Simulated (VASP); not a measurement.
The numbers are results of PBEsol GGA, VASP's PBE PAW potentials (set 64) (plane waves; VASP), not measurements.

VASP input:

INCAR:
```
! general
SYSTEM   =  Rb
PREC     =  Accurate
ENCUT    =  520
LREAL    =  .False.   ! projection in real space or not
LASPH    =  .True.

! electronic loop
EDIFF    =  1E-7   ! SCF stop (eV)
NELM     =  100
ALGO     =  Normal
LMAXMIX  =  4   ! l cut-off of mixed one-centre charges

! smearing
ISMEAR   =  1
SIGMA    =  0.1   ! width (eV)

! functional
GGA      =  PS

! ions
ISIF     =  2   ! forces and stress, cell fixed

! output
LWAVE    =  .False.
LCHARG   =  .False.
```

**KPOINTS**
```
Automatic mesh
0
Gamma
9 9 9
0 0 0
```

**POSCAR**
```
Rb
1
   -2.7890841885     2.7890841885     2.7890841885
    2.7890841885    -2.7890841885     2.7890841885
    2.7890841885     2.7890841885    -2.7890841885
Rb
1
Direct
  0.0000000000   0.0000000000   0.0000000000
```

POTCAR, in this order: Rb_sv (PBE.64 set). Program: vasp_std.

What VASP printed:

### OSZICAR
```
       N       E                     dE             d eps       ncg     rms          rms(c)
DAV:   1     0.426486970885E+02    0.42649E+02   -0.33630E+03   560   0.824E+02
DAV:   2     0.138354018948E+01   -0.41265E+02   -0.40664E+02   616   0.140E+02
DAV:   3    -0.937847737000E+00   -0.23214E+01   -0.23185E+01   776   0.377E+01
DAV:   4    -0.102682494239E+01   -0.88977E-01   -0.88770E-01   856   0.532E+00
DAV:   5    -0.102755795581E+01   -0.73301E-03   -0.73302E-03   872   0.407E-01    0.119E+00
DAV:   6    -0.102700148767E+01    0.55647E-03   -0.22964E-03   864   0.320E-01    0.721E-01
DAV:   7    -0.102720773655E+01   -0.20625E-03   -0.41773E-03   824   0.436E-01    0.542E-02
DAV:   8    -0.102728287035E+01   -0.75134E-04   -0.16234E-04   776   0.135E-01    0.151E-02
DAV:   9    -0.102728835721E+01   -0.54869E-05   -0.56931E-06   888   0.209E-02    0.428E-03
DAV:  10    -0.102728831116E+01    0.46051E-07   -0.23705E-06   832   0.104E-02    0.579E-04
DAV:  11    -0.102728833727E+01   -0.26105E-07   -0.70000E-08   640   0.210E-03
   1 F= -.10272883E+01 E0= -.10269342E+01  d E =-.106249E-02
```

File OUTCAR:
```
------------------------ aborting loop because EDIFF is reached ----------------------------------------
  FORCE on cell =-STRESS in cart. coord.  units (eV):
  Direction    XX          YY          ZZ          XY          YZ          ZX
  --------------------------------------------------------------------------------------
  Total       -0.0103923     -0.0103923     -0.0103923      0.0000000     -0.0000000      0.0000000
  in kB       -0.1918561     -0.1918561     -0.1918561      0.0000000     -0.0000000      0.0000000
  external PRESSURE =      -0.1918561 kB  Pullay stress =       0.0000000 kB
  volume of cell :       86.79
      direct lattice vectors                 reciprocal lattice vectors
    -2.789084188  2.789084188  2.789084188     0.000000000  0.179270315  0.179270315
     2.789084188 -2.789084188  2.789084188     0.179270315  0.000000000  0.179270315
     2.789084188  2.789084188 -2.789084188     0.179270315  0.179270315  0.000000000
 POSITION                                       TOTAL-FORCE (eV/Angst)
 -----------------------------------------------------------------------------------
      0.00000      0.00000      0.00000        -0.000000      0.000000      0.000000
 -----------------------------------------------------------------------------------
    total drift:                               -0.000000      0.000000      0.000000
  FREE ENERGIE OF THE ION-ELECTRON SYSTEM (eV)
  ---------------------------------------------------
  free  energy   TOTEN  =        -1.0272883373 eV

  energy  without entropy=       -1.0262258500  energy(sigma->0) =       -1.02693417
```
(Selected blocks of OUTCAR.)

The compound is Rb in the bcc structure. It was relaxed first.
